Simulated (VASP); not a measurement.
# Li4GeN2 (P1) in VASP: relaxation of cell and atoms with PBE

Aim: the relaxation of cell and atoms of Li4GeN2 with PBE.

Program: VASP 6.6.1. These are calculated values, not measurements. Logs are shortened: lines on timing, memory, paths and dates and some standing lists are left out, and cuts for length are marked.

## Step 1: The crystal as given

The typed cell holds 14 atoms: a = 10.947 Å, b = 5.566 Å, c = 5.543 Å, α = 122.21°, β = 82.26°, γ = 127.82°.

The cell was built by a generator and needn't be a form met in nature.

## Step 2: Relaxation of cell and atoms, PBE

INCAR

```
SYSTEM = Li4GeN2
PREC = Normal
ENCUT = 520
EDIFF = 1E-5
ISMEAR = 0
SIGMA = 0.05
LREAL = Auto
LASPH = .TRUE.
NELM = 80
ALGO = Fast
ISIF = 3
LWAVE = .FALSE.
LCHARG = .FALSE.
GGA = PE
IBRION = 2
NSW = 110
EDIFFG = -0.03
ISYM = 0
KPAR = 8
```

KPOINTS

```
Automatic mesh
0
G
  5 5 5
  0 0 0
```

POSCAR

```
Li4GeN2
1.0
   -5.4028599300      8.2513176100      4.7495618000
    2.6961622000     -4.1909778900      2.4802249800
    2.6720101300      4.1714639000     -2.4861842100
Li Ge N
8 2 4
Direct
    0.2975012800      0.2140982800      0.9818028100
    0.7956558100      0.1850912400      0.9562176100
    0.1408703000      0.7324819800      0.0443290600
    0.6287211400      0.7082687000      0.0268086800
    0.2971271300      0.6627048900      0.4060857300
    0.8029028100      0.7077159500      0.4490293700
    0.1594980400      0.2715536400      0.6344851700
    0.6528993600      0.2596321900      0.5834715400
    0.4797630400      0.9172375300      0.0411519000
    0.9578199100      0.9250822700      0.9999965500
    0.4399588900      0.0974263000      0.8195731300
    0.9662723300      0.1278419600      0.8153267500
    0.1653324800      0.1284995600      0.1835170100
    0.6605580700      0.1446079400      0.2502257300
```

Potentials or basis: VASP PAW PBE potentials, release 64 (Li_sv, Ge_d, N).

Run with:

```
$ cat potpaw_PBE.64/Li_sv/POTCAR potpaw_PBE.64/Ge_d/POTCAR potpaw_PBE.64/N/POTCAR > POTCAR
$ mpirun -np 8 vasp_std > vasp.out
```

OUTCAR:

```text
SYSTEM = Li4GeN2
   PREC = Normal
   ENCUT = 520
   EDIFF = 1E-5
   ISMEAR = 0
   LREAL = Auto
   LASPH = .TRUE.
   NELM = 80
   ISIF = 3
   GGA = PE
   IBRION = 2
   NSW = 110
   EDIFFG = -0.03
   ISYM = 0

 ion  position               nearest neighbor table
   1  0.298  0.214  0.982-  13 1.69  11 1.98   3 2.33   5 2.35
   2  0.796  0.185  0.956-  14 2.06  12 2.07   4 2.35
   3  0.141  0.732  0.044-  13 1.75   1 2.33   7 2.47
   4  0.629  0.708  0.027-  14 1.85   2 2.35   9 2.49   8 2.54
   5  0.297  0.663  0.406-  13 1.94  11 1.99   1 2.35
   6  0.803  0.708  0.449-  12 1.89  14 2.06   8 2.47
   7  0.159  0.272  0.634-  12 2.08  13 2.19   3 2.47
   8  0.653  0.260  0.583-  14 1.61   6 2.47   4 2.54   9 2.69
   9  0.480  0.917  0.041-  14 1.69  11 2.17   4 2.49   8 2.69
  10  0.958  0.925  1.000-  12 1.85  13 1.93
  11  0.440  0.097  0.820-   1 1.98   5 1.99   9 2.17
  12  0.966  0.128  0.815-  10 1.85   6 1.89   2 2.07   7 2.08
  13  0.165  0.128  0.184-   1 1.69   3 1.75  10 1.93   5 1.94   7 2.19
  14  0.661  0.145  0.250-   8 1.61   9 1.69   4 1.85   2 2.06   6 2.06

IMPORTANT INFORMATION: All symmetrisations will be switched off!
NOSYMM: (Re-)initialisation of all symmetry stuff for point group C_1.

----------------------------------------------------------------------------------------

                                     Primitive cell

  volume of cell :     216.2017

  direct lattice vectors                    reciprocal lattice vectors
    -5.402859930  8.251317610  4.749561800     0.000339378  0.061656973  0.103816386
     2.696162200 -4.190977890  2.480224980     0.186524537  0.003430259  0.206221507
     2.672010130  4.171463900 -2.486184210     0.186725791  0.121210415  0.001833362

  length of vectors
    10.946847721  5.566426343  5.542730476     0.120745764  0.278083584  0.222624902

  position of ions in fractional coordinates (direct lattice)
     0.297501280  0.214098280  0.981802810
     0.795655810  0.185091240  0.956217610
     0.140870300  0.732481980  0.044329060
     0.628721140  0.708268700  0.026808680
     0.297127130  0.662704890  0.406085730
     0.802902810  0.707715950  0.449029370
     0.159498040  0.271553640  0.634485170
     0.652899360  0.259632190  0.583471540
     0.479763040  0.917237530  0.041151900
     0.957819910  0.925082270  0.999996550
     0.439958890  0.097426300  0.819573130
     0.966272330  0.127841960  0.815326750
     0.165332480  0.128499560  0.183517010
     0.660558070  0.144607940  0.250225730

  ion indices of the primitive-cell ions
   primitive index   ion index
                 1           1
                 2           2
                 3           3
                 4           4
                 5           5
                 6           6
                 7           7
                 8           8
                 9           9
                10          10
                11          11
                12          12
                13          13
                14          14

----------------------------------------------------------------------------------------

 KPOINTS: Automatic mesh

Automatic generation of k-mesh.
 Grid dimensions read from file:
 generate k-points for:    5    5    5

 Generating k-lattice:

  Cartesian coordinates                     Fractional coordinates (reciprocal lattice)
     0.000067876  0.012331395  0.020763277     0.200000000 -0.000000000  0.000000000
     0.037304907  0.000686052  0.041244301    -0.000000000  0.200000000  0.000000000
     0.037345158  0.024242083  0.000366672     0.000000000  0.000000000  0.200000000

  Length of vectors
     0.024149153  0.055616717  0.044524980

  Shift w.r.t. Gamma in fractional coordinates (k-lattice)
     0.000000000  0.000000000  0.000000000

 Subroutine IBZKPT returns following result:
 ===========================================

 Found     63 irreducible k-points:

 Following reciprocal coordinates:
            Coordinates               Weight
  0.000000  0.000000  0.000000      1.000000
  0.200000  0.000000 -0.000000      2.000000
  0.400000  0.000000  0.000000      2.000000
 -0.000000  0.200000 -0.000000      2.000000
  0.200000  0.200000  0.000000      2.000000
  0.400000  0.200000  0.000000      2.000000
[... 16 lines left out ...]
 -0.200000  0.200000  0.200000      2.000000
  0.000000  0.400000  0.200000      2.000000
 [... further k-points ...]
   k-points           NKPTS =     63   k-points in BZ     NKDIM =     63   number of bands    NBANDS=     44
   number of dos      NEDOS =    301   number of ions     NIONS =     14
   total plane-waves  NPLWV =  65536
   dimension x,y,z NGX =    64 NGY =   32 NGZ =   32
   dimension x,y,z NGXF=   128 NGYF=   64 NGZF=   64
   ions per type =               8   2   4
   NGX,Y,Z   is equivalent  to a cutoff of   9.72,  9.56,  9.60 a.u.
   NGXF,Y,Z  is equivalent  to a cutoff of  19.44, 19.11, 19.20 a.u.
 SYSTEM =  Li4GeN2
   PREC   = normal    normal or accurate (medium, high low for compatibility)
   ISTART =      0    job   : 0-new  1-cont  2-samecut
   ICHARG =      2    charge: 1-file 2-atom 10-const
   ISPIN  =      1    spin polarized calculation?
   LNONCOLLINEAR =      F non collinear calculations
   LSORBIT =      F    spin-orbit coupling
   LASPH  =      T    aspherical Exc in radial PAW
   ENCUT  =  520.0 eV  38.22 Ry    6.18 a.u.  20.35 10.35 10.31*2*pi/ulx,y,z
   NELM   =     80;   NELMIN=  2; NELMDL= -5     # of ELM steps
   EDIFF  = 0.1E-04   stopping-criterion for ELM
   LREAL  =      T    real-space projection
   EDIFFG = -.3E-01   stopping-criterion for IOM
   NSW    =    110    number of steps for IOM
   IBRION =      2    ionic relax: 0-MD 1-quasi-New 2-CG
   NFREE  =      1    steps in history (QN), initial steepest desc. (CG)
   ISIF   =      3    stress and relaxation
   ISYM   =      0    0-nonsym 1-usesym 2-fastsym
   POTIM  = 0.5000    time-step for ionic-motion
   TEBEG  =    0.0;   TEEND  =   0.0 temperature during run
   PSTRESS=    0.0 pullay stress
   NELECT =      72.0000    total number of electrons
   NUPDOWN=      -1.0000    fix difference up-down
   EMIN   =  10.00;   EMAX   =-10.00  energy-range for DOS
   EFERMI =   0.00;   METHOD = LEGACY
   ISMEAR =     0;   SIGMA  =   0.05  broadening in eV -4-tet -1-fermi 0-gaus
   EFERMI_NEDOS =   21; number of points for ismear=-14 and -15
   IALGO  =     68    algorithm
   IMIX   =      4    mixing-type and parameters
     AMIX     =   0.40;   BMIX     =  1.00
     AMIX_MAG =   1.60;   BMIX_MAG =  1.00
  volume/ion in A,a.u.               =      15.44       104.21
  Fermi-wavevector in a.u.,A,eV,Ry     =   1.134748  2.144362 17.519573  1.287652
  Thomas-Fermi vector in A             =   2.271452
   LORBIT       =      0    0 simple, 1 ext, 2 COOP (PROOUT), +10 PAW based schemes
   GGA     = PE    functional components
   LHFCALC =     F    Hartree Fock is set to
   AEXX    =    0.0000 exact exchange contribution
   IVDW    =     0    specifies the selected vdW correction
   LEPSILON=     F    determine dielectric tensor
   LRPA    =     F    only Hartree local field effects (RPA)
 conjugate gradient relaxation of ions
 non-spin polarized calculation
 RMM-DIIS sequential band-by-band and
 Gauss-broadening in eV      SIGMA  =   0.05
  energy-cutoff  :      520.00
  volume of cell :      216.20
 maximum number of plane-waves:      5840
   NGX = 41   NGY = 21   NGZ = 21

--------------------------------------- Ionic step        1  -------------------------------------------

 number of electron      71.9999986 magnetization

 Free energy of the ion-electron system (eV)
  ---------------------------------------------------
  ext. energy  EPLUGINS =         0.00000000
  ---------------------------------------------------
  free energy    TOTEN  =       -59.55499190 eV

  energy without entropy =      -59.55499190  energy(sigma->0) =      -59.55499190

------------------------ aborting loop because EDIFF is reached ----------------------------------------

  FORCE on cell =-STRESS in cart. coord.  units (eV):
  Direction    XX          YY          ZZ          XY          YZ          ZX
  --------------------------------------------------------------------------------------
  -------------------------------------------------------------------------------------
  Total        5.8251253     -0.6495514     -0.2641615      0.9875495      0.4808356     -1.0320313
  in kB       43.1674864     -4.8135450     -1.9575870      7.3183029      3.5632647     -7.6479382
  external PRESSURE =      12.1321181 kB  Pullay stress =       0.0000000 kB
[... 125 lines left out ...]
  FREE ENERGIE OF THE ION-ELECTRON SYSTEM (eV)
  ---------------------------------------------------
  free  energy   TOTEN  =       -61.2657662706 eV

  energy  without entropy=      -61.2657662706  energy(sigma->0) =      -61.26576627

[... ionic steps 4 to 43 ...]

--------------------------------------- Ionic step       44  -------------------------------------------

 number of electron      71.9999957 magnetization

------------------------ aborting loop because EDIFF is reached ----------------------------------------

  FORCE on cell =-STRESS in cart. coord.  units (eV):
  Direction    XX          YY          ZZ          XY          YZ          ZX
  --------------------------------------------------------------------------------------
  -------------------------------------------------------------------------------------
  Total       -0.0106739      0.0049299      0.0105300     -0.0362862     -0.0080767     -0.0123701
  in kB       -0.0825788      0.0381400      0.0814654     -0.2807292     -0.0624857     -0.0957016
  external PRESSURE =       0.0123422 kB  Pullay stress =       0.0000000 kB
[... 81 lines left out ...]
  energy  without entropy=      -62.2114307456  energy(sigma->0) =      -62.21143075

--------------------------------------- Ionic step       46  -------------------------------------------

 number of electron      71.9999957 magnetization

 Free energy of the ion-electron system (eV)
  ---------------------------------------------------
  ext. energy  EPLUGINS =         0.00000000
  ---------------------------------------------------
  free energy    TOTEN  =       -62.21143285 eV

  energy without entropy =      -62.21143285  energy(sigma->0) =      -62.21143285

 E-fermi :   2.1205     XC(G=0):  -8.2150

 val. band max:        1.7601682448   @ k =   0.0000   0.0000   0.0000
 cond. band min:       2.8120824093   @ k =  -0.4000   0.2000   0.2000
 fundamental gap:      1.0519141645
 Fermi energy:         2.1204661193

 k-point     1 :       0.0000    0.0000    0.0000
  band No.  band energies     occupation
      1     -43.2654      2.00000
      2     -43.2477      2.00000
      3     -43.2405      2.00000
      4     -43.2258      2.00000
      5     -43.2226      2.00000
      6     -43.2142      2.00000
[... 1117 lines left out ...]
     43       6.2208      0.00000
     44       6.5421      0.00000

 [... further k-points ...]

------------------------ aborting loop because EDIFF is reached ----------------------------------------

  FORCE on cell =-STRESS in cart. coord.  units (eV):
  Direction    XX          YY          ZZ          XY          YZ          ZX
  --------------------------------------------------------------------------------------
  -------------------------------------------------------------------------------------
  Total        0.0434185      0.0626334      0.0725081     -0.0293510     -0.0116830     -0.0061391
  in kB        0.3359168      0.4845767      0.5609744     -0.2270804     -0.0903882     -0.0474962
  external PRESSURE =       0.4604893 kB  Pullay stress =       0.0000000 kB
[... 29 lines left out ...]
  FREE ENERGIE OF THE ION-ELECTRON SYSTEM (eV)
  ---------------------------------------------------
  free  energy   TOTEN  =       -62.2114328497 eV

  energy  without entropy=      -62.2114328497  energy(sigma->0) =      -62.21143285

 reached required accuracy - stopping structural energy minimisation
```

Run time: 47 min. Hardware: 8 MPI ranks of AMD EPYC 9R45 (Zen 5), shared host; peak memory 0.55 GiB.

These settings aren't checked as converged: the numbers below hold their error.

Results:

```yaml
Free_energy: -62.2114 eV
Relaxed_volume: 14.79 Å³/atom
Relaxed_cell: a = 11.055 Å, b = 5.525 Å, c = 5.306 Å, α = 120.59°, β = 82.94°, γ = 129.02°
Space_group_after_relaxing_to_0.05_Å: C2 (No. 5)
Energy_gained_by_relaxing: 189.7 meV/atom
Ionic_steps: 46
Largest_force_after_relaxing: 0.028 eV/Å
Band_gap_on_the_k_mesh: 1.05 eV, indirect (least direct gap 1.06 eV)
```

Caveat: the cutoff is under 1.25 times the usual one of these potentials, so pressure, stress and relaxed cells hold a basis-set (Pulay) error; an odd mesh through Γ misses points on the zone boundary, where band edges often lie.
